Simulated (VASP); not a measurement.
BeZn2Se3:

```
CELL_PARAMETERS angstrom
4.51168 0.00000 0.00000
0.00000 4.51168 0.00000
0.00000 0.00000 6.63857
ATOMIC_POSITIONS crystal
Be 0.00000 0.00000 0.00000
Zn 0.50000 0.50000 0.00000
Zn 0.50000 0.50000 0.50000
Se 0.00000 0.50000 0.91511
Se 0.50000 0.00000 0.08489
Se 0.00000 0.00000 0.50000
```

The cell was built by a generator and needn't be a form met in nature.

```yaml
Program: VASP 6.6.1
Task: relaxation of cell and atoms
Functional: PBE
Potentials_or_basis: VASP PAW PBE potentials, release 64 (Be, Zn, Se)
Cutoff: 520 eV
k_mesh: 3 × 3 × 2
Occupations: gaussian, width 0.15 eV
Spin: no spin polarisation
```

At the start: pressure 2.5 GPa; volume 22.52 Å³/atom.

Problem. How do energy, volume and symmetry change on relaxing?

Solution. Over 24 steps the energy falls by 456.6 meV/atom and the volume is 24.13 Å³/atom (+7.1 %); space group P-4m2 (No. 115, to 0.05 Å).

Step by step:
| step | energy change (eV) | largest force (eV/Å) | pressure (GPa) | volume (Å³) |
| --- | --- | --- | --- | --- |
| 1 | 0.0000 | 1.2057 | 2.46 | 135.13 |
| 2 | -0.1422 | 0.7775 | -0.70 | 142.01 |
| 3 | -0.1456 | 0.6614 | -1.88 | 144.03 |
| 4 | -0.2875 | 0.5395 | -1.92 | 143.52 |
| 5 | -0.6246 | 0.1270 | -2.96 | 141.83 |
| 6 | -0.4310 | 1.8748 | -5.67 | 137.70 |
| 7 | -0.6963 | 0.5883 | -3.60 | 140.77 |
| 8 | -0.8344 | 0.6238 | -3.60 | 138.53 |
| 9 | -1.2174 | 0.9265 | -2.36 | 131.70 |
| 10 | -1.2788 | 2.2770 | 1.36 | 117.62 |
| 11 | -1.4042 | 1.5524 | -1.35 | 125.06 |
| 12 | -1.4123 | 1.7280 | -0.33 | 123.40 |
| 13 | -1.6280 | 1.5860 | -0.42 | 122.33 |
| 14 | -2.0607 | 1.0845 | 3.04 | 118.68 |
| 15 | -1.4792 | 0.5899 | 16.32 | 109.65 |
| 16 | -2.1390 | 0.6224 | 5.94 | 116.49 |
| 17 | -2.3740 | 0.7265 | 2.96 | 122.81 |
| 18 | -2.5509 | 0.9452 | -0.05 | 132.46 |
| 19 | -2.5222 | 1.3577 | -3.68 | 152.64 |
| 20 | -2.6052 | 1.0290 | -1.50 | 139.10 |
| 21 | -2.7030 | 0.4621 | -0.07 | 140.25 |
| 22 | -2.7291 | 0.0073 | 0.73 | 141.12 |
| 23 | -2.7292 | 0.0459 | 0.99 | 141.18 |
| 24 | -2.7398 | 0.0451 | 0.34 | 144.77 |

Final structure:
```
Be Zn Se
1.0
     3.79905    0.00000    0.00000
     0.00000    3.79905    0.00000
     0.00000    0.00000   10.03058
Be Zn Se
1 2 3
Direct
  0.00000 0.00000 0.00000
  0.50000 0.50000 0.00000
  0.50000 0.50000 0.50000
  0.00000 0.50000 0.85404
  0.50000 0.00000 0.14596
  0.00000 0.00000 0.50000
```

Caveat: the k mesh is coarse (spacing up to 0.47 Å⁻¹), so the values aren't converged.
